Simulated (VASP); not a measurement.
These are HSE06 screened hybrid, VASP's PBE PAW potentials (set 64) (plane waves; VASP) values and carry that method's errors.

Input for VASP

**INCAR**
```
SYSTEM = Al32As32H
PREC = Normal; ENCUT = 400; LREAL = Auto
LASPH = .True.; ISYM = 0; NELECT = 258.0
EDIFF = 1E-5; NELM = 50; NELMIN = 4
ALGO = Normal; LMAXMIX = 4
ISMEAR = 0; SIGMA = 0.05
GGA = PE; LHFCALC = .True.; AEXX = 0.25
HFSCREEN = 0.2; PRECFOCK = Fast
ISIF = 0
LWAVE = .False.; LCHARG = .False.
```

File KPOINTS:
```
Automatic mesh
0
Gamma
1 1 1
0 0 0
```

### POSCAR
```
Al32As32H
11.4648460
  1.0000000184   0.0000000000   0.0000000000
  0.0000000000   1.0000000184   0.0000000000
  0.0000000000   0.0000000000   1.0000000184
Al As H
32 32 1
direct
  0.5016105498   0.0013855053   0.0013411823
  0.7484780165   0.2483946830   0.0012911516
  0.7483910718   0.0013369773   0.2483336866
  0.9998323893   0.9997246529   0.9998058348
  0.2496316130   0.2494436211   0.9974465793
  0.5005539461   0.5005333182   0.9973221944
  0.7502963194   0.7502127800   0.9998036950
  0.2494906645   0.9972561064   0.2492284704
  0.4895812114   0.2602068800   0.2601723175
  0.7525148183   0.5004652225   0.2494903803
  0.5005123021   0.9975105043   0.5003328700
  0.7522965401   0.2495655552   0.5004819189
  0.7503227049   0.9995692217   0.7502873489
  0.0012273036   0.5015844176   0.0011370522
  0.2483485735   0.7482641167   0.0011753402
  0.9972702319   0.2493019732   0.2493137280
  0.2598921716   0.4895763275   0.2598794944
  0.5003044645   0.7523000583   0.2494417065
  0.0011572067   0.0012124696   0.5015856265
  0.2601756751   0.2600989314   0.4893991477
  0.4890612934   0.4892081449   0.4892458955
  0.7483318864   0.7482648932   0.5016080035
  0.2483409926   0.0012676711   0.7483698366
  0.5004989716   0.2493173484   0.7523611766
  0.7483812032   0.5016296971   0.7482433705
  0.0013425574   0.7485430536   0.2482859492
  0.9976374284   0.5003344196   0.5003777340
  0.2494291616   0.7522928727   0.5003613810
  0.0014234584   0.2482648795   0.7484494791
  0.2494856590   0.5002563960   0.7523810919
  0.5016335183   0.7485634469   0.7482999917
  0.9998514288   0.7499598719   0.7501745729
  0.6201304674   0.1297224909   0.1296618913
  0.8749187468   0.3749352901   0.1233049592
  0.8747629971   0.1233230479   0.3749612956
  0.1251621264   0.1250594804   0.1250732591
  0.3749539883   0.3750261093   0.1188708317
  0.6249082369   0.6248186847   0.1251035587
  0.8749839392   0.8750219313   0.1249689146
  0.3749267352   0.1187549241   0.3747340296
  0.6308661578   0.3749188242   0.3748025171
  0.8750518022   0.6265405209   0.3750238554
  0.6249477341   0.1249875838   0.6248293420
  0.8750226277   0.3749137862   0.6265016283
  0.8750068821   0.1249026247   0.8749587611
  0.1294085242   0.6201758256   0.1294106994
  0.3749589809   0.8747737950   0.1232150740
  0.1188442980   0.3747172376   0.3747427623
  0.3746637191   0.6307436805   0.3746819655
  0.6265349425   0.8748257145   0.3749048249
  0.1296376106   0.1295341593   0.6200224952
  0.3747268068   0.3746770362   0.6309144274
  0.6196791949   0.6199370944   0.6199149341
  0.8748826179   0.8746810971   0.6249772210
  0.3749905325   0.1232916908   0.8748312745
  0.6265454479   0.3749532641   0.8747829606
  0.8748415952   0.6249388873   0.8748290369
  0.1233747624   0.8749170809   0.3749275894
  0.1251648103   0.6247434658   0.6247718458
  0.3749148304   0.8749461250   0.6263346177
  0.1233912453   0.3748493603   0.8749444935
  0.3750780470   0.6264696628   0.8747036756
  0.6250229034   0.8748820019   0.8749504400
  0.1249894831   0.8748632013   0.8749401815
  0.3746288732   0.3746523044   0.3750744291
```

POTCAR, in this order: Al As H (PBE.64 set). Program: vasp_gam. Read from the step before: WAVECAR.

The run wrote:

File OSZICAR:
```
       N       E                     dE             d eps       ncg     rms          rms(c)
DAV:   1    -0.346984968256E+03   -0.34698E+03   -0.22293E+01   372   0.993E+00    0.433E+01
DAV:   2    -0.347162119899E+03   -0.17715E+00   -0.75480E-01   388   0.192E+00    0.339E+01
DAV:   3    -0.347132442412E+03    0.29677E-01   -0.21064E-02   366   0.308E-01    0.211E+01
DAV:   4    -0.347120622383E+03    0.11820E-01   -0.56666E-03   368   0.140E-01    0.126E+01
DAV:   5    -0.347116723824E+03    0.38986E-02   -0.16311E-03   360   0.725E-02    0.743E+00
DAV:   6    -0.347115379929E+03    0.13439E-02   -0.38571E-04   352   0.374E-02    0.435E+00
DAV:   7    -0.347114929574E+03    0.45035E-03   -0.12876E-04   368   0.226E-02    0.250E+00
DAV:   8    -0.347114791469E+03    0.13810E-03   -0.44962E-05   278   0.139E-02    0.144E+00
DAV:   9    -0.347114755821E+03    0.35648E-04   -0.16735E-05   198   0.961E-03    0.838E-01
DAV:  10    -0.347114751758E+03    0.40630E-05   -0.87732E-06   198   0.718E-03
   1 F= -.34711475E+03 E0= -.34711475E+03  d E =-.149033E-14
```

### OUTCAR
```
------------------------ aborting loop because EDIFF is reached ----------------------------------------
  volume of cell :     1506.97
      direct lattice vectors                 reciprocal lattice vectors
    11.464846211  0.000000000  0.000000000     0.087223150  0.000000000  0.000000000
     0.000000000 11.464846211  0.000000000     0.000000000  0.087223150  0.000000000
     0.000000000  0.000000000 11.464846211     0.000000000  0.000000000  0.087223150
  FREE ENERGIE OF THE ION-ELECTRON SYSTEM (eV)
  ---------------------------------------------------
  free  energy   TOTEN  =      -347.1147517579 eV

  energy  without entropy=     -347.1147517579  energy(sigma->0) =     -347.11475176

  exchange ACFDT corr.  =         0.00000000  see jH, gK, PRB 81, 115126
```
(Selected blocks of OUTCAR.)

The cell is charged, with a uniform compensating background. The supercell is sampled at Γ alone, which is coarse: total energies, pressure and levels can be off, energies of defects by several tenths of an eV.

The cell is a supercell with a defect, built from AlAs (zinc blende): H_i, charge -1. The cell's shape comes from a PBE relaxation. The run is not spin-polarised, so no state with unpaired spins was tried.
